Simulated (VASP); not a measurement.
# TeS2 (Fm-3m) in VASP: reference runs, part 2 of 2

VASP 6.6.1. The steps go on from the part before.

### 3 Single point, PBE (atoms moved at random, drawn with an rms of 0.05 Å)

Contents of INCAR:

```
SYSTEM = TeS2
  PREC = Accurate
  ENCUT = 520
  EDIFF = 1E-7
  ISMEAR = -1
  SIGMA = 0.05
  LREAL = .False.
  LASPH = .True.
  NELM = 60
  ALGO = Normal
  ISIF = 2
  LWAVE = .False.
  LCHARG = .False.
  GGA = PE
  NBANDS = 16
```

Contents of KPOINTS:

```
regular mesh
0
Gamma
  7 7 7
  0 0 0
```

Contents of POSCAR:

```
TeS2
1.0
    0.0000000000      3.2771500000      3.2771500000
    3.2771500000      0.0000000000      3.2771500000
    3.2771500000      3.2771500000      0.0000000000
Te S
1 2
Direct
   -0.0040160000      0.0101010000     -0.0125290000
    0.7446130000      0.7612410000      0.7563160000
    0.2596510000      0.2420390000      0.2516780000
```

Potentials or basis: VASP PAW PBE potentials, release 64 (Te, S).

Started as:

```sh
cat potpaw_PBE.64/Te/POTCAR potpaw_PBE.64/S/POTCAR > POTCAR
mpirun -np 1 vasp_std > vasp.out
```

Wall time 3.3 min (1 thread of Intel Xeon Platinum 8559C (Emerald Rapids), shared host); peak memory 0.32 GiB.

It converged, with:

```
Free energy            : -10.1494 eV
Pressure               : 0.1 GPa
Largest force          : 0.193 eV/Å
Band gap on the k mesh : none (metal or under the smearing width)
```

Forces in eV/Å, atoms in the order of the input:
```
Te   0.005  0.019 -0.012
S   -0.177  0.065 -0.009
S    0.172 -0.084  0.021
```

Stress tensor (GPa, compression positive):
```
 0.04  0.05 -0.18
 0.05  0.14  0.41
-0.18  0.41  0.03
```

Levels at points of the mesh, in eV from the Fermi level:
```tsv
k point	band 6	band 7	band 8	band 9	band 10	band 11	band 12	band 13
(0.00, 0.00, 0.00)	-3.37	-3.33	-3.06	-2.99	0.41	0.74	0.94	5.35
```

### 4 Equation of state, PBE, 22.06 Å³/atom (volume scaled by 0.94)

Contents of INCAR:

```
PREC = Accurate
ENCUT = 520
EDIFF = 1E-7
ISMEAR = -1
SIGMA = 0.05
LREAL = F
LASPH = T
NELM = 80
ALGO = Normal
ISIF = 2
LWAVE = F
LCHARG = F
GGA = PE
NBANDS = 16
```

Contents of KPOINTS:

```
Automatic mesh
0
Gamma
  7 7 7
```

Contents of POSCAR:

```
TeS2
1.0
    0.0000000000      3.2102506162      3.2102506162
    3.2102506162      0.0000000000      3.2102506162
    3.2102506162      3.2102506162      0.0000000000
Te S
1 2
Direct
    0.0000000000      0.0000000000      0.0000000000
    0.7500000000      0.7500000000      0.7500000000
    0.2500000000      0.2500000000      0.2500000000
```

Started as:

```sh
cat potpaw_PBE.64/Te/POTCAR potpaw_PBE.64/S/POTCAR > POTCAR
mpirun -np 1 vasp_std > vasp.out
```

It took 35 s on 1 thread of Intel Xeon Platinum 8559C (Emerald Rapids), shared host; peak memory 0.2 GiB.

It converged, with:

* Free energy: -10.1018 eV
* Pressure: 4.5 GPa
* Band gap on the k mesh: none (metal or under the smearing width)

### 5 Equation of state, PBE, 22.53 Å³/atom (volume scaled by 0.96)

Contents of INCAR:

```
SYSTEM = TeS2
ALGO = Normal ; EDIFF = 1E-7
ENCUT = 520 ; GGA = PE
ISIF = 2 ; ISMEAR = -1
LASPH = .TRUE. ; LCHARG = .FALSE.
LREAL = .FALSE. ; LWAVE = .FALSE.
NBANDS = 16 ; NELM = 80
PREC = Accurate ; SIGMA = 0.05
```

Contents of KPOINTS:

```
k-points
0
G
  7 7 7
  0 0 0
```

Contents of POSCAR:

```
TeS2
1.0
    0.0000000000      3.2328587598      3.2328587598
    3.2328587598      0.0000000000      3.2328587598
    3.2328587598      3.2328587598      0.0000000000
Te S
1 2
Direct
    0.0000000000      0.0000000000      0.0000000000
    0.7500000000      0.7500000000      0.7500000000
    0.2500000000      0.2500000000      0.2500000000
```

Started as:

```sh
cat potpaw_PBE.64/Te/POTCAR potpaw_PBE.64/S/POTCAR > POTCAR
mpirun -np 1 vasp_std > vasp.out
```

It took 32 s on 1 thread of Intel Xeon Platinum 8559C (Emerald Rapids), shared host; peak memory 0.2 GiB.

It converged, with:

```
Free energy            : -10.1345 eV
Pressure               : 2.9 GPa
Band gap on the k mesh : none (metal or under the smearing width)
```

### 6 Equation of state, PBE, 22.99 Å³/atom (volume scaled by 0.98)

Contents of INCAR:

```
SYSTEM = TeS2
PREC     = Accurate       ! precision mode
ENCUT    = 520            ! plane-wave cutoff, eV
EDIFF    = 1E-7           ! SCF threshold, eV
ISMEAR   = -1             ! smearing method
SIGMA    = 0.05           ! smearing width, eV
LREAL    = .False.        ! projectors in reciprocal space
LASPH    = .True.         ! aspherical terms in the spheres
NELM     = 100            ! most SCF steps
ALGO     = Normal         ! electronic algorithm
ISIF     = 2              ! what is computed and relaxed
LWAVE    = .False.        ! write WAVECAR
LCHARG   = .False.        ! write CHGCAR
GGA      = PE             ! functional
NBANDS   = 16             ! bands
```

Contents of KPOINTS:

```
Automatic mesh
0
Gamma
  7 7 7
  0 0 0
```

Contents of POSCAR:

```
TeS2
1.0
    0.0000000000      3.2551550420      3.2551550420
    3.2551550420      0.0000000000      3.2551550420
    3.2551550420      3.2551550420      0.0000000000
Te S
1 2
Direct
    0.0000000000      0.0000000000      0.0000000000
    0.7500000000      0.7500000000      0.7500000000
    0.2500000000      0.2500000000      0.2500000000
```

Potentials or basis: VASP PAW PBE potentials, release 64 (Te, S).

Started as:

```sh
cat potpaw_PBE.64/Te/POTCAR potpaw_PBE.64/S/POTCAR > POTCAR
mpirun -np 1 vasp_std > vasp.out
```

It took 30 s on 1 thread of Intel Xeon Platinum 8559C (Emerald Rapids), shared host; peak memory 0.21 GiB.

It converged, with:

```yaml
Free_energy: -10.1530 eV
Pressure: 1.3 GPa
Band_gap_on_the_k_mesh: none (metal or under the smearing width)
```

### 7 Equation of state, PBE, 23.93 Å³/atom (volume scaled by 1.02)

Contents of INCAR:

```
PREC     = Accurate       # precision mode
ENCUT    = 520            # plane-wave cutoff, eV
EDIFF    = 1E-7           # SCF threshold, eV
ISMEAR   = -1             # smearing method
SIGMA    = 0.05           # smearing width, eV
LREAL    = False          # projectors in reciprocal space
LASPH    = True           # aspherical terms in the spheres
NELM     = 100            # most SCF steps
ALGO     = Normal         # electronic algorithm
ISIF     = 2              # what is computed and relaxed
LWAVE    = False          # write WAVECAR
LCHARG   = False          # write CHGCAR
GGA      = PE             # functional
NBANDS   = 16             # bands
```

Contents of KPOINTS:

```
Automatic mesh
0
Gamma
  7 7 7
```

Contents of POSCAR:

```
TeS2
1.0
    0.0000000000      3.2988536126      3.2988536126
    3.2988536126      0.0000000000      3.2988536126
    3.2988536126      3.2988536126      0.0000000000
Te S
1 2
Direct
    0.0000000000      0.0000000000      0.0000000000
    0.7500000000      0.7500000000      0.7500000000
    0.2500000000      0.2500000000      0.2500000000
```

Started as:

```sh
cat potpaw_PBE.64/Te/POTCAR potpaw_PBE.64/S/POTCAR > POTCAR
mpirun -np 1 vasp_std > vasp.out
```

Wall time 33 s (1 thread of Intel Xeon Platinum 8559C (Emerald Rapids), shared host); peak memory 0.21 GiB.

Results (log left out):

| Property | Result |
| --- | --- |
| Free energy | -10.1528 eV |
| Pressure | -1.3 GPa |
| Band gap on the k mesh | none (metal or under the smearing width) |

### 8 Equation of state, PBE, 24.40 Å³/atom (volume scaled by 1.04)

Contents of INCAR:

```
SYSTEM = TeS2
  ALGO = Normal
  EDIFF = 1E-7
  ENCUT = 520
  GGA = PE
  ISIF = 2
  ISMEAR = -1
  LASPH = .True.
  LCHARG = .False.
  LREAL = .False.
  LWAVE = .False.
  NBANDS = 16
  NELM = 80
  PREC = Accurate
  SIGMA = 0.05
```

Contents of KPOINTS:

```
k-points
0
Gamma
  7 7 7
  0 0 0
```

Contents of POSCAR:

```
TeS2
1.0
    0.0000000000      3.3202753402      3.3202753402
    3.3202753402      0.0000000000      3.3202753402
    3.3202753402      3.3202753402      0.0000000000
Te S
1 2
Direct
    0.0000000000      0.0000000000      0.0000000000
    0.7500000000      0.7500000000      0.7500000000
    0.2500000000      0.2500000000      0.2500000000
```

Started as:

```sh
cat potpaw_PBE.64/Te/POTCAR potpaw_PBE.64/S/POTCAR > POTCAR
mpirun -np 1 vasp_std > vasp.out
```

Run time: 34 s. Hardware: 1 thread of Intel Xeon Platinum 8559C (Emerald Rapids), shared host; peak memory 0.2 GiB.

It converged, with:

```yaml
Free_energy: -10.1364 eV
Pressure: -2.5 GPa
Band_gap_on_the_k_mesh: none (metal or under the smearing width)
```

### 9 Equation of state, PBE, 24.87 Å³/atom (volume scaled by 1.06)

Contents of INCAR:

```
PREC     = Accurate       # precision mode
ENCUT    = 520            # plane-wave cutoff, eV
EDIFF    = 1E-7           # SCF threshold, eV
ISMEAR   = -1             # smearing method
SIGMA    = 0.05           # smearing width, eV
LREAL    = F              # projectors in reciprocal space
LASPH    = T              # aspherical terms in the spheres
NELM     = 100            # most SCF steps
ALGO     = Normal         # electronic algorithm
ISIF     = 2              # what is computed and relaxed
LWAVE    = F              # write WAVECAR
LCHARG   = F              # write CHGCAR
GGA      = PE             # functional
NBANDS   = 16             # bands
```

Contents of KPOINTS:

```
regular mesh
0
Gamma
  7 7 7
```

Contents of POSCAR:

```
TeS2
1.0
    0.0000000000      3.3414241610      3.3414241610
    3.3414241610      0.0000000000      3.3414241610
    3.3414241610      3.3414241610      0.0000000000
Te S
1 2
Direct
    0.0000000000      0.0000000000      0.0000000000
    0.7500000000      0.7500000000      0.7500000000
    0.2500000000      0.2500000000      0.2500000000
```

Potentials or basis: VASP PAW PBE potentials, release 64 (Te, S).

Started as:

```sh
cat potpaw_PBE.64/Te/POTCAR potpaw_PBE.64/S/POTCAR > POTCAR
mpirun -np 1 vasp_std > vasp.out
```

It took 24 s on 1 thread of Intel Xeon Platinum 8559C (Emerald Rapids), shared host; peak memory 0.21 GiB.

Results (log left out):

- Free energy: -10.1106 eV
- Pressure: -3.5 GPa
- Band gap on the k mesh: none (metal or under the smearing width)

### 10 Equation of state, PBE

Potentials or basis: VASP PAW PBE potentials, release 64 (Te, S).

This step only gathers the single runs of the series.

What came out:

```
Equilibrium volume                      : 23.45 Å³/atom
Bulk modulus                            : 66 GPa
Pressure derivative of the bulk modulus : 4.0
```

Energy against volume, from the lowest point:
```
volume (Å³/atom)  energy (meV/atom)
          22.056              18.98
          22.525               8.11
          22.994               1.91
          23.464               0.00
          23.933               1.98
          24.402               7.45
          24.872              16.07
```

### 11 Summary

| task | cell | gap on the mesh (eV) | pressure (GPa) |
| --- | --- | --- | --- |
| single point | as given | none | -0.1 |
| single point | atoms moved at random, drawn with an rms of 0.05 Å | none | 0.1 |
| equation of state | as given | - | - |

Alike in all rows: level PBE; potentials or basis VASP PAW PBE potentials, release 64 (Te, S); no spin polarisation; k mesh 7 × 7 × 7; cutoff (eV) 520; smearing fermi-dirac 0.05 eV.

Total energies depend on the potentials used, so only differences within one code and one set of settings carry meaning.
